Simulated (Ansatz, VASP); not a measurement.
## SnSO: VASP beside Ansatz

Wanted: the spread between two codes on one cell, functional and k mesh. The cell is invented: As first built, before any earlier steps moved the atoms (in the runner's words): it takes the SnSeS structure with some of its atoms replaced by other elements, volume scaled by an estimate. It may not be a known or stable phase. The cell is taken from a series of VASP runs on this material, whose earlier steps may have relaxed, scaled or displaced it; both programs get it as it stands. Other levels of theory on this material are compared in a session of their own.

Main program and level: Ansatz 0.2.0; plane waves, with VASP 6.6.1 beside it; band structure at PBE and band structure at r2SCAN.

### Step 1. The starting structure

It takes space group P3m1 (No. 156, trigonal). Conventional cell: a = 3.467 Å, b = 3.467 Å, c = 5.958 Å, α = 90.00°, β = 90.00°, γ = 120.00°. Sn has 3 O at 2.21 Å and 3 S at 2.52 Å nearest. S has 3 Sn at 2.52 Å nearest. Nearest to O lie 3 Sn at 2.21 Å. As first built, before any earlier steps moved the atoms (in the runner's words): sites of the SnSeS structure (space group 156) filled with other elements, volume scaled by an estimate. Farther neighbours and most contacts between anions are not listed.

Structure file:

```
Sn S O
1.0
     3.46712    0.00000    0.00000
    -1.73356    3.00261    0.00000
     0.00000    0.00000    5.95795
Sn S O
1 1 1
Direct
  0.33333 0.66667 0.96733
  0.66667 0.33333 0.22445
  0.00000 0.00000 0.80822
```

### Step 2. VASP: band structure, PBE

Levels along a path test the potential and the projectors away from the mesh points.

Lines of VASP's logs that name or quote its potential files are left out, and so is its time.

Input file INCAR:

```
SYSTEM = SnSO
PREC = Accurate
ENCUT = 520
EDIFF = 1E-06
NELM = 100
ISMEAR = 0
SIGMA = 0.02
LREAL = .FALSE.
ALGO = Normal
GGA = PE
LORBIT = 11
LWAVE = .FALSE.
LCHARG = .FALSE.
KPAR = 4
```

Input file POSCAR:

```
SnSO
1.0
    3.4671176086      0.0000000000      0.0000000000
   -1.7335588043      3.0026124474      0.0000000000
    0.0000000000      0.0000000000      5.9579538463
Sn S O
1 1 1
Direct
    0.3333333300      0.6666666700      0.9673317131
    0.6666666700      0.3333333300      0.2244465511
    0.0000000000      0.0000000000      0.8082227358
```

Input file KPOINTS:

```
Automatic mesh
0
Gamma
5 5 3
0 0 0
```

Input file KPOINTS_OPT:

```
Line mode
16
Line-mode
Reciprocal
  0.00000000   0.00000000   0.00000000 GAMMA
  0.50000000   0.00000000   0.00000000 M

  0.50000000   0.00000000   0.00000000 M
  0.33333333   0.33333333   0.00000000 K

  0.33333333   0.33333333   0.00000000 K
  0.00000000   0.00000000   0.00000000 GAMMA

  0.00000000   0.00000000   0.00000000 GAMMA
  0.00000000   0.00000000   0.50000000 A

  0.00000000   0.00000000   0.50000000 A
  0.50000000   0.00000000   0.50000000 L

  0.50000000   0.00000000   0.50000000 L
  0.33333333   0.33333333   0.50000000 H

  0.33333333   0.33333333   0.50000000 H
  0.00000000   0.00000000   0.50000000 A

  0.50000000   0.00000000   0.50000000 L
  0.50000000   0.00000000   0.00000000 M

  0.33333333   0.33333333   0.00000000 K
  0.33333333   0.33333333   0.50000000 H
```

PAW data sets: Sn_d, S and O (PBE family, release 64).

Launch:

```console
$ mpirun -np 4 vasp_std
```

Numbers of over 12 decimals in the logs are rounded to 6 here.

Output:

```text
[banner, memory and clock lines left out]
running    4 mpi-ranks, on    1 nodes
 distrk:  each k-point on    1 cores,    4 groups
 distr:  one band on    1 cores,    1 groups

 POSCAR found type information on POSCAR SnS O
 POSCAR found :  3 types and       3 ions
 LDA part: xc-table for (Slater+PW92), standard interpolation
 POSCAR, INCAR and KPOINTS ok, starting setup
 FFT: planning ... GRIDC
 FFT: planning ... GRID_SOFT
 FFT: planning ... GRID
 WAVECAR not read
 entering main loop
       N       E                     dE             d eps       ncg     rms          rms(c)
DAV:   1     0.227332907172E+03    0.22733E+03   -0.13784E+04   416   0.195E+03
DAV:   2     0.861724265091E+01   -0.21872E+03   -0.21337E+03   456   0.458E+02
DAV:   3    -0.163456334918E+02   -0.24963E+02   -0.24355E+02   499   0.142E+02
DAV:   4    -0.171409870429E+02   -0.79535E+00   -0.79468E+00   533   0.271E+01
DAV:   5    -0.171569581198E+02   -0.15971E-01   -0.15969E-01   600   0.382E+00    0.104E+01
DAV:   6    -0.153794374246E+02    0.17775E+01   -0.11731E+01   587   0.498E+01    0.573E+00
DAV:   7    -0.152103717063E+02    0.16907E+00   -0.19841E+00   526   0.991E+00    0.382E+00
DAV:   8    -0.152016840090E+02    0.86877E-02   -0.26441E-01   484   0.413E+00    0.142E+00
DAV:   9    -0.152003316569E+02    0.13524E-02   -0.47175E-02   654   0.170E+00    0.410E-01
DAV:  10    -0.152005812555E+02   -0.24960E-03   -0.84267E-03   518   0.743E-01    0.116E-01
DAV:  11    -0.152006756821E+02   -0.94427E-04   -0.44740E-04   540   0.170E-01    0.528E-02
DAV:  12    -0.152007536757E+02   -0.77994E-04   -0.90484E-05   454   0.706E-02    0.172E-02
DAV:  13    -0.152007530069E+02    0.66888E-06   -0.40670E-06   621   0.178E-02
   1 F= -.15200753E+02 E0= -.15200753E+02  d E =-.370238E-33
 Start KPOINTS_OPT (optional k-point list driver)
k-point batch [1-12\144]
       N       E                     dE             ncg
DAV:   1     0.347707040945E+03   -0.33138E+04      408
DAV:   2    -0.219161916974E+04   -0.25393E+04      464
DAV:   3    -0.248194568488E+04   -0.29033E+03      542
DAV:   4    -0.249047391173E+04   -0.85282E+01      494
DAV:   5    -0.249065826598E+04   -0.18435E+00      589
DAV:   6    -0.249066446944E+04   -0.62035E-02      564
DAV:   7    -0.249066488812E+04   -0.41868E-03      628
DAV:   8    -0.249066488993E+04   -0.18089E-05      468
DAV:   9    -0.249066489003E+04   -0.96401E-07      469
[...]
k-point batch [133-144\144]
       N       E                     dE             ncg
DAV:   1     0.157418167733E+03   -0.12111E+05      408
DAV:   2    -0.234181428590E+04   -0.24992E+04      457
DAV:   3    -0.260393679384E+04   -0.26212E+03      559
DAV:   4    -0.260995018798E+04   -0.60134E+01      478
DAV:   5    -0.261011225169E+04   -0.16206E+00      594
DAV:   6    -0.261011822228E+04   -0.59706E-02      597
DAV:   7    -0.261011841764E+04   -0.19536E-03      615
DAV:   8    -0.261011841860E+04   -0.96773E-06      450
```

From OUTCAR (step 2):

```text
ion  position               nearest neighbor table
   1  0.333  0.667  0.967-   3 2.21   3 2.21   3 2.21   2 2.52   2 2.52   2 2.52
   2  0.667  0.333  0.224-   1 2.52   1 2.52   1 2.52
   3  0.000  0.000  0.808-   1 2.21   1 2.21   1 2.21

  LATTYP: Found a hexagonal cell.
 ALAT       =     3.4671176086
 C/A-ratio  =     1.7184170019

 Subroutine GETGRP returns: Found  6 space group operations
 (whereof  6 operations were pure point group operations)

The static configuration has the point symmetry C_3v.

 Found     12 irreducible k-points:

   k-points           NKPTS =     12   k-points in BZ     NKDIM =     12   number of bands    NBANDS=     17

   dimension x,y,z NGX =    28 NGY =   28 NGZ =   48
   dimension x,y,z NGXF=    56 NGYF=   56 NGZF=   96

   ENCUT  =  520.0 eV  38.22 Ry    6.18 a.u.   6.45  6.45 11.08*2*pi/ulx,y,z

   NELECT =      26.0000    total number of electrons

 k-points in reciprocal lattice and weights: Automatic mesh
   0.00000000  0.00000000  0.00000000       0.013
   0.20000000 -0.00000000  0.00000000       0.080
   0.40000000 -0.00000000  0.00000000       0.080
   0.20000000  0.20000000  0.00000000       0.080
   0.40000000  0.20000000  0.00000000       0.080
   0.00000000  0.00000000  0.33333333       0.027
   0.20000000 -0.00000000  0.33333333       0.080
   0.00000000  0.20000000  0.33333333       0.080
   0.40000000 -0.00000000  0.33333333       0.080
   0.00000000  0.40000000  0.33333333       0.080
   0.20000000  0.20000000  0.33333333       0.160
   0.40000000  0.20000000  0.33333333       0.160

 average (electrostatic) potential at core
       1-103.1012       2 -86.7389       3 -71.1883

 E-fermi :   3.8340

 k-point     1 :       0.0000    0.0000    0.0000
  band No.  band energies     occupation
    ...
      9       1.0569      2.00000
     10       1.0569      2.00000
     11       2.4066      2.00000
     12       3.6611      2.00000
     13       3.6611      2.00000
     14       4.1872      0.00000
     15       8.3382      0.00000
     16      10.4947      0.00000
     17      10.4947      0.00000

 k-point     2 :       0.2000   -0.0000    0.0000
  band No.  band energies     occupation
    ...
      9       0.0579      2.00000
     10       0.6740      2.00000
     11       1.8604      2.00000
     12       2.5884      2.00000
     13       3.3817      2.00000
     14       5.4520      0.00000
     15       8.3538      0.00000
     16      10.6581      0.00000
     17      11.2489      0.00000

 k-point     3 :       0.4000   -0.0000    0.0000
  band No.  band energies     occupation
    ...
      9      -1.0091      2.00000
     10       0.0964      2.00000
     11       1.0616      2.00000
     12       2.5464      2.00000
     13       3.0581      2.00000
     14       5.7419      0.00000
     15       8.3494      0.00000
     16      10.1679      0.00000
     17      11.1256      0.00000

  Total        0.0436824      0.0436825     -0.0139218      0.0000000      0.0000000      0.0000000
  in kB        1.1283724      1.1283728     -0.3596168      0.0000000      0.0000000      0.0000000
  external PRESSURE =       0.6323762 kB  Pullay stress =       0.0000000 kB

  energy-cutoff  :      520.00
  volume of cell :       62.02
      direct lattice vectors                 reciprocal lattice vectors
     3.467117609  0.000000000  0.000000000     0.288424020  0.166521657  0.000000000
    -1.733558804  3.002612447  0.000000000     0.000000000  0.333043314  0.000000000
     0.000000000  0.000000000  5.957953846     0.000000000  0.000000000  0.167842858

 POSITION                                       TOTAL-FORCE (eV/Angst)
 -----------------------------------------------------------------------------------
     -0.00000      2.00174      5.76332         0.000000     -0.000000      0.017397
      1.73356      1.00087      1.33724         0.000000      0.000000     -0.024252
      0.00000      0.00000      4.81535        -0.000000      0.000000      0.006855
 -----------------------------------------------------------------------------------
    total drift:                               -0.000004      0.000014     -0.000295

  FREE ENERGIE OF THE ION-ELECTRON SYSTEM (eV)
  ---------------------------------------------------
  free  energy   TOTEN  =       -15.2007530069 eV

  energy  without entropy=      -15.2007530069  energy(sigma->0) =      -15.20075301

 total charge
# of ion       s       p       d       tot
------------------------------------------
    1        0.977   0.979  10.191  12.146
    2        1.365   2.377   0.000   3.742
    3        1.577   3.351   0.000   4.928
--------------------------------------------------
tot          3.919   6.706  10.191  20.816

[... 3 further parts left out ...]
```

The run ends at a pressure of 0.06 GPa, with forces up to 0.024 eV/Å.

### Step 3. Ansatz: band structure, PBE

Ansatz runs on its default PAW (the set named soft_2) files.

The same cell, functional, mesh and smearing now go to Ansatz, which takes its cutoff from its data sets.

Input file input.yaml:

```yaml
crystal:
  lattice:
    - [3.4671176086, 0.0, 0.0]
    - [-1.7335588043, 3.0026124474, 0.0]
    - [0.0, 0.0, 5.9579538463]
  atoms:
    - { symbol: Sn, position: [0.33333333, 0.66666667, 0.9673317131] }
    - { symbol: S, position: [0.66666667, 0.33333333, 0.2244465511] }
    - { symbol: O, position: [0.0, 0.0, 0.8082227358] }
hamiltonian:
  xc: pbe
  pseudopotentials: { kind: paw }
kpoints:
  mp_grid: { grid: [5, 5, 3] }
  band_path:
    path:
      - [0.0, 0.0, 0.0]
      - [0.13333, 0.0, 0.0]
      - [0.3, 0.0, 0.0]
      - [0.46667, 0.0, 0.0]
      - [0.46667, 0.06667, 0.0]
      - [0.41111, 0.17778, 0.0]
      - [0.35556, 0.28889, 0.0]
      - [0.28889, 0.28889, 0.0]
      - [0.17778, 0.17778, 0.0]
      - [0.06667, 0.06667, 0.0]
      - [0.0, 0.0, 0.03333]
      - [0.0, 0.0, 0.2]
      - [0.0, 0.0, 0.36667]
      - [0.0, 0.0, 0.46667]
      - [0.0, 0.0, 0.5]
      - [0.16667, 0.0, 0.5]
      - [0.3, 0.0, 0.5]
      - [0.46667, 0.0, 0.5]
      - [0.46667, 0.06667, 0.5]
      - [0.41111, 0.17778, 0.5]
      - [0.35556, 0.28889, 0.5]
      - [0.28889, 0.28889, 0.5]
      - [0.17778, 0.17778, 0.5]
      - [0.06667, 0.06667, 0.5]
      - [0.5, 0.0, 0.46667]
      - [0.5, 0.0, 0.3]
      - [0.5, 0.0, 0.13333]
      - [0.33333, 0.33333, 0.0]
      - [0.33333, 0.33333, 0.16667]
      - [0.33333, 0.33333, 0.33333]
      - [0.33333, 0.33333, 0.5]
    npoints: 1
scf:
  occupations: { method: gaussian, width: 0.02 }
  n_extra_bands: 7
output:
  forces: true
  stress: true
  eigenvalues: true
  write_density: true
  write_potential: true
  elf: true
  volumetric_format: npy
```

Launch:

```console
$ ansatz run input.yaml --threads 2 --pin off --max-ram 4608MiB --backend cpu --events-out ev --progress --plain --runs-dir out
```

Output:

```text
scf.n_extra_bands = 7 over 13 filled bands (N_el = 26.0): the run solves 20 bands
Engine: ansatz 0.2.0, aarch64-unknown-linux-gnu
Pseudopotentials: kind: paw
Pseudopotential: Sn, paw, valence charge 14, recommended cutoff 420 eV (normal), Sn.paw.azcp
Pseudopotential: S, paw, valence charge 6, recommended cutoff 420 eV (normal), S.paw.azcp
Pseudopotential: O, paw, valence charge 6, recommended cutoff 420 eV (normal), O.paw.azcp
Functional definition: PBE
  parameter kappa = 0.804
  parameter beta = 0.066725
  exchange = pbe_x(kappa = kappa, mu = beta*pi^2/3)
  correlation = pbe_c(beta = beta)
Crystal: 3 atoms, lattice volume = 62.025 Å³
Basis set: ecut = 420 eV, 1201 PW (Γ), exchange–correlation on 48×48×80 points (8 copies of the dense FFT grid, shifted against one another)
Bands: 20, of which v1, the nominal top of the filled ones, is band 13 counted from 1 (12 counted from 0)
Symmetry: 6 space group operations
Space group: P3m1 (ITA 156), of the structure as read, at distance tolerance 4.0e-5 Å
k-points: 12 of 75 (time reversal used)
Non-local potential: Sn, projectors of the file, l = 0: 2, l = 1: 2, l = 2: 2, l = 3: 2
Non-local potential: S, projectors of the file, l = 0: 2, l = 1: 2, l = 2: 2
Non-local potential: O, projectors of the file, l = 0: 2, l = 1: 2, l = 2: 1
PAW form: soft (Blöchl's): semilocal exchange-correlation on the pseudo side does not see the compensation charge
PAW one-centre angular grid: Sn, 590 points (default); XC on 64 Gauss nodes
PAW one-centre angular grid: S, 110 points (default); XC on 64 Gauss nodes
PAW one-centre angular grid: O, 110 points (default); XC on 64 Gauss nodes
Initial density: superposition of atomic densities (neutral atoms: chi_scale 0, normalization atom), corrected by the library's trained network
Initial wavefunctions: pseudopotential atomic-orbital guess
Functional: x = pbe(κ = 0.804, μ = 0.219515), c = pbe(β = 0.066725)
SCF iter   1: F=—  HF=-7493.494597 eV  |F-HF|=—  |Δ(HF+E_count)|=         —  Δρ=3.66e-3  dr2=8.52e-3  ethr=1.77e-3  ⟨swp⟩=6.2  Hψ=1401  notcnv=0
preconditioner: auto → Resta (q_TF=auto, 2.360 Å⁻¹)  ε∞=2.6  [insulator: Δε(μ)=0.626 eV  Ē_g=19.094 eV  σ=0.020 eV  W_gap=1.00  n_scr=22 (ndim 8)  ℏωp=24.0 eV  f_vac=0.177  D(μ)=0.00/eV (n_scr^D=0)  ε∞_Penn≈2.6]
SCF iter   2: F=—  HF=-7493.493071 eV  |F-HF|=—  |Δ(HF+E_count)|=   1.53e-3  Δρ=2.11e-3  dr2=2.35e-3  ethr=3.28e-5  ⟨swp⟩=2.8  Hψ=512  notcnv=0  defer=24
SCF iter   3: F=—  HF=-7493.492839 eV  |F-HF|=—  |Δ(HF+E_count)|=   2.32e-4  Δρ=1.15e-3  dr2=8.66e-4  ethr=9.04e-6  ⟨swp⟩=2.0  Hψ=345  notcnv=0  defer=24
SCF iter   4: F=—  HF=-7493.492741 eV  |F-HF|=—  |Δ(HF+E_count)|=   9.80e-5  Δρ=2.42e-4  dr2=3.18e-5  ethr=3.33e-6  ⟨swp⟩=2.0  Hψ=306  notcnv=0  defer=24
SCF iter   5: F=—  HF=-7493.492761 eV  |F-HF|=—  |Δ(HF+E_count)|=   2.01e-5  Δρ=9.89e-5  dr2=5.15e-6  ethr=1.22e-7  ⟨swp⟩=2.1  Hψ=281  notcnv=0  defer=24
SCF iter   6: F=—  HF=-7493.492764 eV  |F-HF|=—  |Δ(HF+E_count)|=   3.43e-6  Δρ=2.17e-5  dr2=3.28e-7  ethr=1.98e-8  ⟨swp⟩=2.8  Hψ=365  notcnv=0  defer=24
SCF iter   7: F=-7493.492765 eV  HF=-7493.492765 eV  |F-HF|=1.02e-8  |Δ(HF+E_count)|=   2.02e-7  Δρ=7.50e-6  dr2=7.13e-8  ethr=3.85e-10  ⟨swp⟩=13.6  Hψ=1863  notcnv=0
SCF 1 converged in 7 iterations: F = -7493.492765 eV  dr2 = 7.13e-8
  greatest PAW one-centre occupation: 0.994 electrons in one spin orbital (limit 2), on the Sn atom at site 0 (counted from 0), in its partial waves of l = 2
NSCF: frozen V_eff on 31 k-points
SCF converged after 7 iterations
Free energy (F): -7493.492765 eV
Harris-Foulkes:  -7493.492765 eV  (|F-HF|=1.02e-8)
Internal energy: -7493.492765 eV  (E = F + TS)
E sigma→0 (E₀):  -7493.492765 eV
Fermi energy:    5.911455 eV
--- Per-component energies (eV) ---
  E_band       = -161.230614
  E_kinetic    = 467.871616
  E_local      = -2212.012342  (includes V_loc(G=0)·N_el)
  E_nonlocal   = 46.564837
  E_hartree    = 1109.221266
  E_xc         = -550.757143
  E_vxc        = -274.738095  (∫ρ·V_xc dr)
  E_paw        = -4901.978471  (= ΣΔE_a)
  E_vpaw       = -407.353106  (= ΣTr[D̂ρ^β])
  E_aug_tail   = 0.002362  (compensation charges beyond the density's cutoff)
  E_ewald      = -1452.404889
  E_smearing   = -0.000000  (= −TS)
  E_closure    = -0.000000  (closes the sum)
  Σ components = -7493.492765   (vs F -7493.492765, Δ=0.00e0)
--- Forces (eV/Å), atoms counted from 1 ---
  atom   1  Sn    -0.00000000    -0.00000000    -0.04787127
  atom   2  S      0.00000000     0.00000000    -0.00363593
  atom   3  O      0.00000000    -0.00000000     0.05130739
  max |Σ_I F_I| component: 2.00e-4 eV/Å
--- Stress (GPa, compression-positive) ---
        0.005477       0.000000      -0.000000
        0.000000       0.005477       0.000000
       -0.000000       0.000000       0.021131
  P = ⅓ Tr σ = 0.0107 GPa (0.107 kbar)
--- Band table (eV; the first three rows and the last of 12) ---
  k-point 0: bands = [... 9 lower, 3.0529, 4.3895, 5.6334, 5.6334, 6.1823, 10.2929, 12.4608, 12.4608, ... 3 higher]
  k-point 1: bands = [... 9 lower, 3.0523, 3.9131, 5.6396, 5.6396, 6.7897, 10.2420, 12.4245, 12.4245, ... 3 higher]
  k-point 2: bands = [... 9 lower, 2.6677, 3.8330, 4.5659, 5.3555, 7.4528, 10.3213, 12.6280, 13.2179, ... 3 higher]
  k-point 11: bands = [... 9 lower, 1.4554, 2.7222, 4.3379, 4.6707, 8.2623, 11.7094, 12.4664, 12.8905, ... 3 higher]
```

It took 1.6 s on 2 threads of Arm Neoverse V2, shared host; peak memory 0.31 GiB; 3.1 s of CPU time.

### Step 4. Side by side

Known differences besides the potentials themselves: the cutoff is 420 eV in Ansatz and 520 eV in VASP; VASP leaves aspherical gradient terms in its spheres out (LASPH is not set), Ansatz keeps them. Total energies have different zeros and are not compared.

Compared:

```
                                        quantity  Ansatz   VASP  difference
                                  pressure (GPa)    0.01   0.06       -0.05
pressure without Ansatz's Pulay correction (GPa)   -0.27   0.06       -0.33
                   gap over the path points (eV)   0.541  0.518      +0.023
```

Levels at points of the path, from each program's valence-band top (eV; 4 filled, then empty):

```
k (reciprocal lattice)                             Ansatz                               VASP
     0.000 0.000 0.000  -2.59 -1.25 -0.01 -0.01 0.54 4.65  -2.61 -1.26 -0.01 -0.01 0.52 4.67
     0.133 0.000 0.000  -2.78 -1.14 -1.04 -0.15 1.25 5.03  -2.80 -1.14 -1.04 -0.15 1.23 5.04
     0.300 0.000 0.000  -3.30 -2.52 -1.07 -0.48 2.29 4.35  -3.32 -2.53 -1.07 -0.48 2.26 4.35
     0.467 0.000 0.000  -3.64 -2.55 -1.15 -0.65 1.95 4.88  -3.66 -2.55 -1.16 -0.65 1.93 4.87
     0.467 0.067 0.000  -3.74 -2.55 -1.14 -0.84 2.07 5.13  -3.76 -2.55 -1.15 -0.84 2.05 5.12
     0.411 0.178 0.000  -4.08 -2.79 -1.40 -1.10 2.58 6.02  -4.09 -2.79 -1.41 -1.11 2.56 6.00
     0.356 0.289 0.000  -4.01 -3.42 -1.54 -1.11 2.90 6.37  -4.01 -3.42 -1.54 -1.12 2.88 6.37
     0.289 0.289 0.000  -4.03 -3.20 -1.59 -1.07 2.88 6.15  -4.03 -3.21 -1.59 -1.08 2.86 6.14
     0.178 0.178 0.000  -3.68 -2.16 -1.34 -0.83 2.55 4.90  -3.70 -2.16 -1.35 -0.83 2.52 4.89
     0.067 0.067 0.000  -2.76 -1.14 -0.81 -0.16 1.11 5.09  -2.78 -1.15 -0.81 -0.16 1.09 5.10
```

At this near-relaxed geometry the largest component of a force difference is 65 meV/Å. Among the levels compared at these points, filled levels agree within 24 meV and empty ones within 32 meV. Ansatz's pressure holds a Pulay correction of 0.28 GPa; VASP's holds none.

### Step 5. Further runs

Further runs change the set-up of one program: Ansatz's method, potentials or start, or VASP's data sets, cutoff or form of LDA. The table gives Ansatz less VASP for each quantity, since a change that brings one quantity closer may part another.

```
                                        run  r.m.s. force difference (meV/Å)  pressure (GPa)  gap over the path points (eV)
                                   as above                               27          -0.053                          0.023
    Ansatz's larger PAW set (cutoff 900 eV)                               26          -0.065                          0.025
norm-conserving potentials (cutoff 1240 eV)                               27          -0.074                          0.032
```

(Continued in part 2 of 2.)

[Lines on the potential files, build, host, timing and source positions are cut from VASP's logs without a mark.]

[Logs are printed without paths, hosts, clocks, repeated set-up lines and the standing remarks that a program may print on its own settings, such as how far it seeks lower states.]

[Hosts, paths, dates, database ids (printed as entryN), source tags and the programs' standing remarks are cut or masked in the printed files.]
